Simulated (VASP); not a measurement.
Crystal: CdSb2O4.

```
CELL_PARAMETERS angstrom
6.16263 0.00000 0.00000
0.00000 3.61006 0.00000
-1.95145 0.00000 6.09083
ATOMIC_POSITIONS crystal
Cd 0.50000 0.00000 0.50000
Sb 0.00000 0.00000 0.00000
Sb 0.50000 0.50000 0.00000
O 0.76201 0.50000 0.76119
O 0.25588 0.00000 0.76753
O 0.23799 0.50000 0.23881
O 0.74412 0.00000 0.23247
```

The cell was built by a generator and needn't be a form met in nature.

```yaml
Program: VASP 6.6.1
Task: relaxation of cell and atoms
Functional: PBE
Potentials_or_basis: VASP PAW PBE potentials, release 64 (Cd, Sb, O)
Cutoff: 520 eV
k_mesh: 3 × 4 × 3
Occupations: gaussian, width 0.15 eV
Spin: no spin polarisation
```

At the start: pressure -14.0 GPa; volume 19.36 Å³/atom.

Task: Where does the relaxation end?

Result: Over 11 steps the energy falls by 224.5 meV/atom and the volume is 16.37 Å³/atom (-15.4 %); space group P2/m (No. 10, to 0.05 Å).

The path:
```tsv
step	energy change (eV)	largest force (eV/Å)	pressure (GPa)	volume (Å³)
1	0.0000	1.7107	-14.00	135.51
2	-1.1294	0.5931	10.95	104.95
3	-1.3779	0.6305	0.91	112.65
4	-1.4648	0.4842	0.48	113.13
5	-1.5522	0.2659	-0.32	114.03
6	-1.5549	0.2153	-0.42	114.20
7	-1.5646	0.0670	0.73	113.30
8	-1.5647	0.0605	0.65	113.26
9	-1.5687	0.1002	-0.38	114.44
10	-1.5688	0.0893	-0.17	114.26
11	-1.5717	0.0554	-0.09	114.60
```

Final structure:
```
Cd Sb O
1.0
     5.86319    0.00000   -0.00298
     0.00000    3.58743    0.00000
    -1.85513    0.00000    5.44934
Cd Sb O
1 2 4
Direct
  0.50000 0.00000 0.50000
  0.00000 0.00000 0.00000
  0.50000 0.50000 0.00000
  0.75114 0.50000 0.76824
  0.28999 0.00000 0.79130
  0.24886 0.50000 0.23176
  0.71001 0.00000 0.20870
```

Caveat: the k mesh is coarse (spacing up to 0.44 Å⁻¹), so the values aren't converged; the volume moved by over 15 % at a fixed basis, so the end points are rough; the relaxation stopped at a loose force limit of 0.08 eV/Å, so its end isn't a converged minimum.
